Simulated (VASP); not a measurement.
# RbMoO3 (Pm-3m) in VASP: notebook

One crystal, RbMoO3, is run at these levels: LDA; tasks: single point.

Program: VASP 6.6.1. These are calculated values, not measurements. Logs are shortened: lines on timing, memory, paths and dates and some standing lists are left out, and cuts for length are marked.

## (1) The crystal as given

Symmetry: Pm-3m, No. 221, cubic system. The conventional cell has a = 4.053 Å, b = 4.053 Å, c = 4.053 Å, α = 90.00°, β = 90.00°, γ = 90.00°. Rb (site symmetry m-3m) is surrounded by 12 O at 2.87 Å. Mo (site symmetry m-3m) has 6 O at 2.03 Å as nearest neighbours. O (site symmetry 4/mmm) is surrounded by 2 Mo at 2.03 Å.

The cell comes from a database or a generator and needn't be the stable form of this composition.

## (2) Single point, LDA

INCAR

```
  PREC = Accurate
  ENCUT = 520
  EDIFF = 1E-7
  ISMEAR = 1
  SIGMA = 0.15
  LREAL = False
  LASPH = True
  NELM = 100
  ALGO = Normal
  ISIF = 2
  LWAVE = False
  LCHARG = True
  GGA = CA
  LELF = True
  LVHAR = True
  NBANDS = 28
```

KPOINTS

```
Automatic mesh
0
Gamma
  3 3 3
```

POSCAR

```
RbMoO3
1.0
    4.0529190000      0.0000000000      0.0000000000
    0.0000000000      4.0529190000      0.0000000000
    0.0000000000      0.0000000000      4.0529190000
Rb Mo O
1 1 3
Direct
    0.5000000000      0.5000000000      0.5000000000
    0.0000000000      0.0000000000      0.0000000000
    0.5000000000      0.0000000000      0.0000000000
    0.0000000000      0.5000000000      0.0000000000
    0.0000000000      0.0000000000      0.5000000000
```

Potentials or basis: VASP PAW LDA potentials, release 64 (Rb_sv, Mo_sv, O).

The run is started by

```bash
> cat potpaw_LDA.64/Rb_sv/POTCAR potpaw_LDA.64/Mo_sv/POTCAR potpaw_LDA.64/O/POTCAR > POTCAR
> mpirun -np 1 vasp_std > vasp.out
```

OUTCAR:

```text
PREC = Accurate
   ENCUT = 520
   EDIFF = 1E-7
   ISMEAR = 1
   LREAL = False
   LASPH = True
   NELM = 100
   ISIF = 2
   GGA = CA

 ion  position               nearest neighbor table
   1  0.500  0.500  0.500-   3 2.87   4 2.87   5 2.87   3 2.87   4 2.87   3 2.87   5 2.87   3 2.87
                             4 2.87   5 2.87   4 2.87   5 2.87   2 3.51   2 3.51   2 3.51   2 3.51
   2  0.000  0.000  0.000-   3 2.03   4 2.03   5 2.03   5 2.03   4 2.03   3 2.03   1 3.51   1 3.51
                             1 3.51   1 3.51   1 3.51   1 3.51   1 3.51   1 3.51
   3  0.500  0.000  0.000-   2 2.03   2 2.03   1 2.87   1 2.87   1 2.87   1 2.87
   4  0.000  0.500  0.000-   2 2.03   2 2.03   1 2.87   1 2.87   1 2.87   1 2.87
   5  0.000  0.000  0.500-   2 2.03   2 2.03   1 2.87   1 2.87   1 2.87   1 2.87

  LATTYP: Found a simple cubic cell.
 ALAT       =     4.0529190000

  Lattice vectors:

 A1 = (   4.0529190000,   0.0000000000,   0.0000000000)
 A2 = (   0.0000000000,   4.0529190000,   0.0000000000)
 A3 = (   0.0000000000,   0.0000000000,   4.0529190000)

Analysis of symmetry for initial positions (statically):
=====================================================================
 Subroutine PRICEL returns:
 Original cell was already a primitive cell.

 Routine SETGRP: Setting up the symmetry group for a
 simple cubic supercell.

 Subroutine GETGRP returns: Found 48 space group operations
 (whereof 48 operations were pure point group operations)
 out of a pool of 48 trial point group operations.

The static configuration has the point symmetry O_h .

Analysis of symmetry for dynamics (positions and initial velocities):
=====================================================================
 Subroutine PRICEL returns:
 Original cell was already a primitive cell.

 Routine SETGRP: Setting up the symmetry group for a
 simple cubic supercell.

 Subroutine GETGRP returns: Found 48 space group operations
 (whereof 48 operations were pure point group operations)
 out of a pool of 48 trial point group operations.

The dynamic configuration has the point symmetry O_h .

 Subroutine INISYM returns: Found 48 space group operations
 (whereof 48 operations are pure point group operations),
 and found     1 'primitive' translations

----------------------------------------------------------------------------------------

                                     Primitive cell

  volume of cell :      66.5739

  direct lattice vectors                    reciprocal lattice vectors
     4.052919000  0.000000000  0.000000000     0.246735748  0.000000000  0.000000000
[... 76 lines left out ...]
   NFREE  =      0    steps in history (QN), initial steepest desc. (CG)
   ISIF   =      2    stress and relaxation
   ISYM   =      2    0-nonsym 1-usesym 2-fastsym
   POTIM  = 0.5000    time-step for ionic-motion
   TEBEG  =    0.0;   TEEND  =   0.0 temperature during run
   PSTRESS=    0.0 pullay stress
   NELECT =      41.0000    total number of electrons
   NUPDOWN=      -1.0000    fix difference up-down
   EMIN   =  10.00;   EMAX   =-10.00  energy-range for DOS
   EFERMI =   0.00;   METHOD = LEGACY
   ISMEAR =     1;   SIGMA  =   0.15  broadening in eV -4-tet -1-fermi 0-gaus
   EFERMI_NEDOS =   21; number of points for ismear=-14 and -15
   IALGO  =     38    algorithm
   IMIX   =      4    mixing-type and parameters
     AMIX     =   0.40;   BMIX     =  1.00
     AMIX_MAG =   1.60;   BMIX_MAG =  1.00
  volume/ion in A,a.u.               =      13.31        89.85
  Fermi-wavevector in a.u.,A,eV,Ry     =   1.392841  2.632088 26.395383  1.940006
  Thomas-Fermi vector in A             =   2.516545
   LORBIT       =      0    0 simple, 1 ext, 2 COOP (PROOUT), +10 PAW based schemes
   GGA     = CA    functional components
   LHFCALC =     F    Hartree Fock is set to
   AEXX    =    0.0000 exact exchange contribution
   IVDW    =     0    specifies the selected vdW correction
   LEPSILON=     F    determine dielectric tensor
   LRPA    =     F    only Hartree local field effects (RPA)
 non-spin polarized calculation
 Methfessel and Paxton  Order N= 1 SIGMA  =   0.15
  energy-cutoff  :      520.00
  volume of cell :       66.57
 maximum number of plane-waves:      1804
 NGX is ok and might be reduce to    30
   NGX = 15   NGY = 15   NGZ = 15

 number of electron      40.9999976 magnetization

 Free energy of the ion-electron system (eV)
  ---------------------------------------------------
  ext. energy  EPLUGINS =         0.00000000
  ---------------------------------------------------
  free energy    TOTEN  =       -40.49150554 eV

  energy without entropy =      -40.47685031  energy(sigma->0) =      -40.48662047

 E-fermi :   4.9681     XC(G=0): -11.4566

 val. band max:        3.1035129658   @ k =   0.3333   0.0000   0.0000
 cond. band min:       5.0061755306   @ k =   0.3333   0.3333   0.0000
 fundamental gap:      1.9026625648
 Fermi energy:         4.9680519667

 k-point     1 :       0.0000    0.0000    0.0000
  band No.  band energies     occupation
      1     -58.1847      2.00000
      2     -32.3968      2.00000
      3     -32.3968      2.00000
      4     -32.3968      2.00000
      5     -20.7335      2.00000
      6     -14.1500      2.00000
[... 113 lines left out ...]
     27      12.4893      0.00000
     28      12.4893      0.00000

------------------------ aborting loop because EDIFF is reached ----------------------------------------

  FORCE on cell =-STRESS in cart. coord.  units (eV):
  Direction    XX          YY          ZZ          XY          YZ          ZX
  --------------------------------------------------------------------------------------
  -------------------------------------------------------------------------------------
  Total       -6.9980629     -6.9980629     -6.9980629      0.0000000      0.0000000     -0.0000000
  in kB     -168.4165047   -168.4165047   -168.4165047      0.0000000      0.0000000     -0.0000000
  external PRESSURE =    -168.4165047 kB  Pullay stress =       0.0000000 kB

 VOLUME and BASIS-vectors are now :
 -----------------------------------------------------------------------------
  energy-cutoff  :      520.00
  volume of cell :       66.57
      direct lattice vectors                 reciprocal lattice vectors
     4.052919000  0.000000000  0.000000000     0.246735748  0.000000000  0.000000000
     0.000000000  4.052919000  0.000000000     0.000000000  0.246735748  0.000000000
     0.000000000  0.000000000  4.052919000     0.000000000  0.000000000  0.246735748

 POSITION                                       TOTAL-FORCE (eV/Angst)
 -----------------------------------------------------------------------------------
      2.02646      2.02646      2.02646         0.000000      0.000000      0.000000
      0.00000      0.00000      0.00000         0.000000      0.000000      0.000000
      2.02646      0.00000      0.00000         0.000000      0.000000      0.000000
      0.00000      2.02646      0.00000         0.000000      0.000000      0.000000
      0.00000      0.00000      2.02646         0.000000      0.000000      0.000000
 -----------------------------------------------------------------------------------
    total drift:                                0.000000     -0.000000      0.000000

  FREE ENERGIE OF THE ION-ELECTRON SYSTEM (eV)
  ---------------------------------------------------
  free  energy   TOTEN  =       -40.4915055449 eV

  energy  without entropy=      -40.4768503144  energy(sigma->0) =      -40.48662047
```

stdout:

```text
POSCAR found type information on POSCAR RbMoO
 POSCAR found :  3 types and       5 ions
 scaLAPACK will be used
 LDA part: xc-table for (Slater(with rela. corr.)+CA(PZ))
 , standard interpolation
 POSCAR, INCAR and KPOINTS ok, starting setup
 FFT: planning ... GRIDC
 FFT: planning ... GRID_SOFT
 FFT: planning ... GRID
 WAVECAR not read
 entering main loop
```

Run time: 4.3 s. Hardware: 1 thread of Intel Xeon 6975P-C (Granite Rapids), shared host; peak memory 0.14 GiB.

What came out:

| Property | Result |
| --- | --- |
| Free energy | -40.4915 eV |
| Pressure | -16.8 GPa |
| Band gap on the k mesh | none (metal or under the smearing width) |

Levels at points of the mesh, in eV from the Fermi level:
| k point | band 18 | band 19 | band 20 | band 21 | band 22 | band 23 |
| --- | --- | --- | --- | --- | --- | --- |
| (0.00, 0.00, 0.00) | -2.88 | -2.88 | -2.88 | -1.93 | -1.93 | -1.93 |

Caveat: the k mesh is coarse (spacing up to 0.52 Å⁻¹), so the values aren't converged; so large a pressure means that the cell lies far from this level's equilibrium, or that cutoff or potentials fall short; an odd number of electrons without spin polarisation forces a metal; a magnetic or distorted state may lie lower.

## (3) Single point, LDA

INCAR

```
PREC = Accurate ; ENCUT = 520
EDIFF = 1E-7 ; ISMEAR = 1
SIGMA = 0.15 ; LREAL = False
LASPH = True ; NELM = 100
ALGO = Fast ; ISIF = 2
LWAVE = False ; LCHARG = False
GGA = CA ; NBANDS = 28
```

KPOINTS

```
Automatic mesh
0
Gamma
  2 2 2
```

POSCAR is that of step 2.

Potentials or basis: VASP PAW LDA potentials, release 64 (Rb_sv, Mo_sv, O).

The run is started by

```bash
> cat potpaw_LDA.64/Rb_sv/POTCAR potpaw_LDA.64/Mo_sv/POTCAR potpaw_LDA.64/O/POTCAR > POTCAR
> mpirun -np 1 vasp_std > vasp.out
```

OUTCAR:

```text
PREC = Accurate
   ENCUT = 520
   EDIFF = 1E-7
   ISMEAR = 1
   LREAL = False
   LASPH = True
   NELM = 100
   ISIF = 2
   GGA = CA

 ion  position               nearest neighbor table
   1  0.500  0.500  0.500-   3 2.87   4 2.87   5 2.87   3 2.87   4 2.87   3 2.87   5 2.87   3 2.87
                             4 2.87   5 2.87   4 2.87   5 2.87   2 3.51   2 3.51   2 3.51   2 3.51
   2  0.000  0.000  0.000-   3 2.03   4 2.03   5 2.03   5 2.03   4 2.03   3 2.03   1 3.51   1 3.51
                             1 3.51   1 3.51   1 3.51   1 3.51   1 3.51   1 3.51
   3  0.500  0.000  0.000-   2 2.03   2 2.03   1 2.87   1 2.87   1 2.87   1 2.87
   4  0.000  0.500  0.000-   2 2.03   2 2.03   1 2.87   1 2.87   1 2.87   1 2.87
   5  0.000  0.000  0.500-   2 2.03   2 2.03   1 2.87   1 2.87   1 2.87   1 2.87

  LATTYP: Found a simple cubic cell.
 ALAT       =     4.0529190000

  Lattice vectors:

 A1 = (   4.0529190000,   0.0000000000,   0.0000000000)
 A2 = (   0.0000000000,   4.0529190000,   0.0000000000)
 A3 = (   0.0000000000,   0.0000000000,   4.0529190000)

Analysis of symmetry for initial positions (statically):
=====================================================================
 Subroutine PRICEL returns:
[... 161 lines left out ...]
 cond. band min:       2.8540962182   @ k =   0.5000   0.0000   0.0000
 fundamental gap:      0.0773761995
 Fermi energy:         2.8423499272

 k-point     1 :       0.0000    0.0000    0.0000
  band No.  band energies     occupation
      1     -58.6094      2.00000
      2     -32.7910      2.00000
      3     -32.7910      2.00000
      4     -32.7910      2.00000
      5     -20.6622      2.00000
      6     -14.0877      2.00000
[... 113 lines left out ...]
     27      11.3719      0.00000
     28      11.3719      0.00000

------------------------ aborting loop because EDIFF is reached ----------------------------------------

  FORCE on cell =-STRESS in cart. coord.  units (eV):
  Direction    XX          YY          ZZ          XY          YZ          ZX
  --------------------------------------------------------------------------------------
  -------------------------------------------------------------------------------------
  Total       -7.1598819     -7.1598819     -7.1598819      0.0000000      0.0000000     -0.0000000
  in kB     -172.3108682   -172.3108682   -172.3108682      0.0000000      0.0000000     -0.0000000
  external PRESSURE =    -172.3108682 kB  Pullay stress =       0.0000000 kB

 VOLUME and BASIS-vectors are now :
 -----------------------------------------------------------------------------
  energy-cutoff  :      520.00
  volume of cell :       66.57
      direct lattice vectors                 reciprocal lattice vectors
     4.052919000  0.000000000  0.000000000     0.246735748  0.000000000  0.000000000
     0.000000000  4.052919000  0.000000000     0.000000000  0.246735748  0.000000000
     0.000000000  0.000000000  4.052919000     0.000000000  0.000000000  0.246735748

 POSITION                                       TOTAL-FORCE (eV/Angst)
 -----------------------------------------------------------------------------------
      2.02646      2.02646      2.02646         0.000000      0.000000      0.000000
      0.00000      0.00000      0.00000         0.000000      0.000000      0.000000
      2.02646      0.00000      0.00000         0.000000      0.000000      0.000000
      0.00000      2.02646      0.00000         0.000000      0.000000      0.000000
      0.00000      0.00000      2.02646         0.000000      0.000000      0.000000
 -----------------------------------------------------------------------------------
    total drift:                                0.000000     -0.000000      0.000000

  FREE ENERGIE OF THE ION-ELECTRON SYSTEM (eV)
  ---------------------------------------------------
  free  energy   TOTEN  =       -40.0696449758 eV

  energy  without entropy=      -40.0593653842  energy(sigma->0) =      -40.06621845
```

OSZICAR:

```text
N       E                     dE             d eps       ncg     rms          rms(c)
DAV:   1     0.332602838451E+03    0.33260E+03   -0.22292E+04   224   0.144E+03
DAV:   2    -0.313952255215E+02   -0.36400E+03   -0.35605E+03   280   0.378E+02
DAV:   3    -0.490975695013E+02   -0.17702E+02   -0.17616E+02   248   0.867E+01
DAV:   4    -0.499347676444E+02   -0.83720E+00   -0.83580E+00   364   0.108E+01
DAV:   5    -0.499397225927E+02   -0.49549E-02   -0.49546E-02   244   0.868E-01    0.369E+01
RMM:   6    -0.416050783635E+02    0.83346E+01   -0.33577E+01   232   0.292E+01    0.115E+01
RMM:   7    -0.404953774664E+02    0.11097E+01   -0.39302E+00   231   0.116E+01    0.885E+00
RMM:   8    -0.400736296356E+02    0.42175E+00   -0.71213E-01   243   0.517E+00    0.172E+00
RMM:   9    -0.400713938929E+02    0.22357E-02   -0.80492E-02   251   0.164E+00    0.875E-01
RMM:  10    -0.400693487806E+02    0.20451E-02   -0.15182E-02   254   0.759E-01    0.134E-01
RMM:  11    -0.400696124485E+02   -0.26367E-03   -0.34632E-03   273   0.276E-01    0.406E-02
RMM:  12    -0.400696334516E+02   -0.21003E-04   -0.48410E-04   282   0.978E-02    0.151E-02
RMM:  13    -0.400696427402E+02   -0.92886E-05   -0.98593E-05   296   0.397E-02    0.749E-03
RMM:  14    -0.400696435734E+02   -0.83316E-06   -0.31814E-05   287   0.224E-02    0.244E-03
RMM:  15    -0.400696444611E+02   -0.88773E-06   -0.90601E-06   303   0.104E-02    0.886E-04
RMM:  16    -0.400696448006E+02   -0.33947E-06   -0.33733E-06   239   0.468E-03    0.938E-04
RMM:  17    -0.400696449131E+02   -0.11245E-06   -0.12009E-06   197   0.289E-03    0.387E-04
RMM:  18    -0.400696449758E+02   -0.62773E-07   -0.68256E-07   175   0.174E-03
   1 F= -.40069645E+02 E0= -.40066218E+02  d E =-.102796E-01
```

It took 4.6 s on 1 thread of Intel Xeon 6975P-C (Granite Rapids), shared host; peak memory 0.14 GiB.

What came out:

```
Free energy            : -40.0696 eV
Pressure               : -17.2 GPa
Band gap on the k mesh : none (metal or under the smearing width)
```

Caveat: the k mesh is coarse (spacing up to 0.78 Å⁻¹), so the values aren't converged; so large a pressure means that the cell lies far from this level's equilibrium, or that cutoff or potentials fall short; an odd number of electrons without spin polarisation forces a metal; a magnetic or distorted state may lie lower.
